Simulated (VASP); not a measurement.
A convergence study with VASP on InAs (zinc blende): a few settings are varied, all else stays as given below, so the limit is that of these other settings.

```
CELL_PARAMETERS angstrom
      0.00000     3.03000     3.03000
      3.03000     0.00000     3.03000
      3.03000     3.03000     0.00000
ATOMIC_POSITIONS crystal
  In 0.00000 0.00000 0.00000
  As 0.25000 0.25000 0.25000
```

Computed with LDA (Ceperley-Alder, Perdew-Zunger), VASP's LDA PAW potentials (set 64) (plane waves; VASP). The last row used: 550 eV cut-off, 15×15×15 Γ-centred mesh, second-order Methfessel-Paxton smearing of 0.40 eV, potentials In_d As.

Unless said otherwise, spin-orbit coupling is left out, though it shifts the bands of the heavy elements here.

```csv
setting,E (eV/atom),pressure (GPa),irreducible k-points
"ISMEAR = -1, SIGMA = 0.01, 4×4×4 mesh",-4.4419,-0.29,8
"ISMEAR = -1, SIGMA = 0.1, 4×4×4 mesh",-4.4431,-0.29,8
"ISMEAR = 0, SIGMA = 0.01, 4×4×4 mesh",-4.4418,-0.29,8
"ISMEAR = 0, SIGMA = 0.2, 4×4×4 mesh",-4.4429,-0.29,8
"ISMEAR = 1, SIGMA = 0.05, 4×4×4 mesh",-4.4419,-0.29,8
"ISMEAR = 1, SIGMA = 0.2, 4×4×4 mesh",-4.4425,-0.29,8
"ISMEAR = 2, SIGMA = 0.05, 4×4×4 mesh",-4.4419,-0.29,8
"ISMEAR = 2, SIGMA = 0.2, 4×4×4 mesh",-4.4424,-0.29,8
"ISMEAR = -1, SIGMA = 0.01, 9×9×9 mesh",-4.5130,-0.82,35
"ISMEAR = -1, SIGMA = 0.2, 9×9×9 mesh",?,?,35
"ISMEAR = 0, SIGMA = 0.01, 9×9×9 mesh",-4.5130,-0.82,35
"ISMEAR = 0, SIGMA = 0.4, 9×9×9 mesh",-4.5128,-0.81,35
"ISMEAR = 1, SIGMA = 0.05, 9×9×9 mesh",-4.5130,-0.82,35
"ISMEAR = 1, SIGMA = 0.4, 9×9×9 mesh",-4.5130,-0.84,35
"ISMEAR = 2, SIGMA = 0.05, 9×9×9 mesh",-4.5130,-0.82,35
"ISMEAR = 2, SIGMA = 0.4, 9×9×9 mesh",-4.5129,-0.83,35
"ISMEAR = -1, SIGMA = 0.05, 15×15×15 mesh",-4.5141,-0.83,120
"ISMEAR = -1, SIGMA = 0.2, 15×15×15 mesh",?,?,120
"ISMEAR = 0, SIGMA = 0.1, 15×15×15 mesh",-4.5141,-0.83,120
"ISMEAR = 0, SIGMA = 0.4, 15×15×15 mesh",-4.5138,-0.82,120
"ISMEAR = 1, SIGMA = 0.1, 15×15×15 mesh",-4.5141,-0.83,120
"ISMEAR = 1, SIGMA = 0.4, 15×15×15 mesh",-4.5141,-0.85,120
"ISMEAR = 2, SIGMA = 0.1, 15×15×15 mesh",-4.5141,-0.83,120
"ISMEAR = 2, SIGMA = 0.4, 15×15×15 mesh",-4.5140,-0.84,120
```

Task: What belongs in the gaps?

Result: 
- ISMEAR = -1, SIGMA = 0.2, 9×9×9 mesh, E (eV/atom): -4.5117
- ISMEAR = -1, SIGMA = 0.2, 9×9×9 mesh, pressure (GPa): -0.77
- ISMEAR = -1, SIGMA = 0.2, 15×15×15 mesh, E (eV/atom): -4.5126
- ISMEAR = -1, SIGMA = 0.2, 15×15×15 mesh, pressure (GPa): -0.78

Left out are rungs that failed or repeat a setting and relaxations that didn't move; long series are thinned to 24 rows.

The compound is InAs in the zinc blende structure. The cell was not relaxed at this level.
